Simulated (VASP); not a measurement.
A convergence study with VASP on IrO₂ (rutile): one setting is varied, all else stays as given below, so the limit is that of these other settings.

```
IrO2
1.0
    4.50000     0.00000     0.00000
    0.00000     4.50000     0.00000
    0.00000     0.00000     3.15000
Ir O
2 4
Cartesian
  0.00000   0.00000   0.00000
  2.25000   2.25000   1.57500
  1.38600   1.38600   0.00000
  3.63600   0.86400   1.57500
  0.86400   3.63600   1.57500
  3.11400   3.11400   0.00000
```

All values below come from LDA (Ceperley-Alder, Perdew-Zunger), VASP's LDA PAW potentials (set 64) (plane waves; VASP). The tightest run used: 700 eV cut-off, 11×11×15 Monkhorst-Pack mesh, first-order Methfessel-Paxton smearing of 0.10 eV, potentials Ir O.

Problem. The settings run are 1×1×1 mesh; 1×1×2 mesh; 2×2×3 mesh; 3×3×4 mesh; 4×4×5 mesh; 4×4×6 mesh; 5×5×7 mesh; 6×6×8 mesh; 7×7×9 mesh; 7×7×10 mesh; 8×8×11 mesh; 9×9×12 mesh; 9×9×13 mesh; 10×10×14 mesh; 11×11×15 mesh. From which on does the stress (every component) stay within 0.2 GPa of the tightest run?

Solution. From 3×3×4 mesh on: it is off by 0.12 there and by no more than 0.2 in any finer run, while 2×2×3 mesh is off by 0.78.
```json
[
 {"setting": "1×1×1 mesh", "E (eV/atom)": "-8.3587", "pressure (GPa)": "-27.48", "irreducible k-points": "1", "difference judged (GPa)": "40.59"},
 {"setting": "1×1×2 mesh", "E (eV/atom)": "-8.0844", "pressure (GPa)": "-7.40", "irreducible k-points": "1", "difference judged (GPa)": "10.11"},
 {"setting": "2×2×3 mesh", "E (eV/atom)": "-8.1486", "pressure (GPa)": "-7.20", "irreducible k-points": "2", "difference judged (GPa)": "0.78"},
 {"setting": "3×3×4 mesh", "E (eV/atom)": "-8.1289", "pressure (GPa)": "-6.60", "irreducible k-points": "6", "difference judged (GPa)": "0.12"},
 {"setting": "4×4×5 mesh", "E (eV/atom)": "-8.1325", "pressure (GPa)": "-6.64", "irreducible k-points": "9", "difference judged (GPa)": "0.14"},
 {"setting": "4×4×6 mesh", "E (eV/atom)": "-8.1335", "pressure (GPa)": "-6.65", "irreducible k-points": "9", "difference judged (GPa)": "0.13"},
 {"setting": "5×5×7 mesh", "E (eV/atom)": "-8.1310", "pressure (GPa)": "-6.62", "irreducible k-points": "24", "difference judged (GPa)": "0.14"},
 {"setting": "6×6×8 mesh", "E (eV/atom)": "-8.1330", "pressure (GPa)": "-6.69", "irreducible k-points": "24", "difference judged (GPa)": "0.16"},
 {"setting": "7×7×9 mesh", "E (eV/atom)": "-8.1337", "pressure (GPa)": "-6.68", "irreducible k-points": "50", "difference judged (GPa)": "0.03"},
 {"setting": "7×7×10 mesh", "E (eV/atom)": "-8.1335", "pressure (GPa)": "-6.67", "irreducible k-points": "50", "difference judged (GPa)": "0.03"},
 {"setting": "8×8×11 mesh", "E (eV/atom)": "-8.1340", "pressure (GPa)": "-6.68", "irreducible k-points": "60", "difference judged (GPa)": "0.01"},
 {"setting": "9×9×12 mesh", "E (eV/atom)": "-8.1337", "pressure (GPa)": "-6.67", "irreducible k-points": "90", "difference judged (GPa)": "0.03"},
 {"setting": "9×9×13 mesh", "E (eV/atom)": "-8.1338", "pressure (GPa)": "-6.67", "irreducible k-points": "105", "difference judged (GPa)": "0.02"},
 {"setting": "10×10×14 mesh", "E (eV/atom)": "-8.1341", "pressure (GPa)": "-6.69", "irreducible k-points": "105", "difference judged (GPa)": "0.01"},
 {"setting": "11×11×15 mesh", "E (eV/atom)": "-8.1343", "pressure (GPa)": "-6.69", "irreducible k-points": "168", "difference judged (GPa)": "0.00"}
]
```

Left out are rungs that failed or repeat a setting and relaxations that didn't move; long series are thinned to 24 rows.

The compound is IrO2 in the rutile structure. The cell was not relaxed at this level.
